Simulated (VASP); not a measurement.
Method: r2SCAN+rVV10, VASP's PBE PAW potentials (set 64) (plane waves; VASP).

VASP input:

INCAR:
```
# general
SYSTEM  =BaTiO3
PREC    =Accurate
ENCUT   =520   # plane-wave cut-off (eV)
LREAL   =F   # projection in real space or not
LASPH   =T   # aspherical one-centre terms

# electronic loop
EDIFF   =1E-7
NELM    =100
ALGO    =Normal
LMAXMIX =4   # l cut-off of mixed one-centre charges
LMIXTAU =T

# smearing
ISMEAR  =0   # Gaussian
SIGMA   =0.05

# functional
METAGGA =R2SCAN
LUSE_VDW=T
BPARAM  =11.95
CPARAM  =0.0093

# ions
ISIF    =2

# output
LWAVE   =F
LCHARG  =F
```

POSCAR:
```
BaTiO3
1
    4.0381922942     0.0000000000     0.0000000000
    0.0000000000     4.0381922942     0.0000000000
    0.0000000000     0.0000000000     4.0381922942
Ba Ti O
1 1 3
Direct
  0.0000000000   0.0000000000   0.0000000000
  0.5000000000   0.5000000000   0.5000000000
  0.5000000000   0.0000000000   0.5000000000
  0.0000000000   0.5000000000   0.5000000000
  0.5000000000   0.5000000000   0.0000000000
```

### KPOINTS
```
Automatic mesh
0
G
6 6 6
0 0 0
```

POTCAR, in this order: Ba_sv Ti_sv O (PBE.64 set). Program: vasp_std.

The resulting files:

**OSZICAR**
```
       N       E                     dE             d eps       ncg     rms          rms(c)
DAV:   1     0.423981648695E+03    0.42398E+03   -0.21789E+04   960   0.185E+03
DAV:   2    -0.460509807115E+02   -0.47003E+03   -0.46243E+03  1192   0.499E+02
DAV:   3    -0.943052711526E+02   -0.48254E+02   -0.47978E+02  1496   0.151E+02
DAV:   4    -0.963274064486E+02   -0.20221E+01   -0.20210E+01  1344   0.276E+01
DAV:   5    -0.964200741913E+02   -0.92668E-01   -0.92664E-01  1408   0.413E+00    0.225E+01
DAV:   6    -0.738238659915E+02    0.22596E+02   -0.51658E+01  1408   0.770E+01    0.701E+00
DAV:   7    -0.724895295216E+02    0.13343E+01   -0.49059E+00  1128   0.148E+01    0.397E+00
DAV:   8    -0.758766192642E+02   -0.33871E+01   -0.18672E+00  1248   0.116E+01    0.211E+00
DAV:   9    -0.731017330648E+02    0.27749E+01   -0.13331E+00  1056   0.935E+00    0.871E-01
DAV:  10    -0.732923391672E+02   -0.19061E+00   -0.26005E-01  1232   0.416E+00    0.651E-01
DAV:  11    -0.726062742332E+02    0.68606E+00   -0.34570E-01  1088   0.529E+00    0.533E-01
DAV:  12    -0.732699672356E+02   -0.66369E+00   -0.31362E-01  1016   0.493E+00    0.231E-01
DAV:  13    -0.732981780216E+02   -0.28211E-01   -0.15759E-02  1080   0.140E+00    0.712E-02
DAV:  14    -0.732974296064E+02    0.74842E-03   -0.26465E-03  1240   0.513E-01    0.676E-02
DAV:  15    -0.732990735716E+02   -0.16440E-02   -0.12699E-03  1008   0.379E-01    0.279E-02
DAV:  16    -0.732993510625E+02   -0.27749E-03   -0.19150E-04  1384   0.140E-01    0.995E-03
DAV:  17    -0.732993596680E+02   -0.86055E-05   -0.12490E-05  1272   0.270E-02    0.102E-02
DAV:  18    -0.732993593515E+02    0.31645E-06   -0.20447E-07  1104   0.413E-03    0.106E-02
DAV:  19    -0.732993807132E+02   -0.21362E-04   -0.19475E-05  1288   0.438E-02    0.466E-03
DAV:  20    -0.732993801994E+02    0.51386E-06   -0.33078E-06  1104   0.150E-02    0.118E-03
DAV:  21    -0.732993807848E+02   -0.58540E-06   -0.26076E-07   808   0.431E-03    0.631E-04
DAV:  22    -0.732993811167E+02   -0.33194E-06   -0.82583E-08   512   0.274E-03    0.451E-04
DAV:  23    -0.732993812099E+02   -0.93168E-07   -0.79098E-08   504   0.292E-03
   1 F= -.73299381E+02 E0= -.73299381E+02  d E =-.101227E-30
```

**OUTCAR**
```
------------------------ aborting loop because EDIFF is reached ----------------------------------------
  FORCE on cell =-STRESS in cart. coord.  units (eV):
  Direction    XX          YY          ZZ          XY          YZ          ZX
  --------------------------------------------------------------------------------------
  Total       -2.0877200     -2.0877200     -2.0877200      0.0000000      0.0000000      0.0000000
  in kB      -50.7951028    -50.7951028    -50.7951028      0.0000000      0.0000000      0.0000000
  external PRESSURE =     -50.7951028 kB  Pullay stress =       0.0000000 kB
  volume of cell :       65.85
      direct lattice vectors                 reciprocal lattice vectors
     4.038192294  0.000000000  0.000000000     0.247635557  0.000000000  0.000000000
     0.000000000  4.038192294  0.000000000     0.000000000  0.247635557  0.000000000
     0.000000000  0.000000000  4.038192294     0.000000000  0.000000000  0.247635557
 POSITION                                       TOTAL-FORCE (eV/Angst)
 -----------------------------------------------------------------------------------
      0.00000      0.00000      0.00000         0.000000      0.000000      0.000000
      2.01910      2.01910      2.01910         0.000000      0.000000      0.000000
      2.01910      0.00000      2.01910         0.000000      0.000000      0.000000
      0.00000      2.01910      2.01910         0.000000      0.000000      0.000000
      2.01910      2.01910      0.00000         0.000000      0.000000      0.000000
 -----------------------------------------------------------------------------------
    total drift:                                0.000000      0.000000     -0.000000
  FREE ENERGIE OF THE ION-ELECTRON SYSTEM (eV)
  ---------------------------------------------------
  free  energy   TOTEN  =       -73.2993812099 eV

  energy  without entropy=      -73.2993812099  energy(sigma->0) =      -73.29938121
```
(Selected blocks of OUTCAR.)

The compound is BaTiO3 in the cubic perovskite structure, the ideal cubic form; the compound distorts at low or room temperature. This cell is one point of a volume scan, at 1.03 of the reference volume.
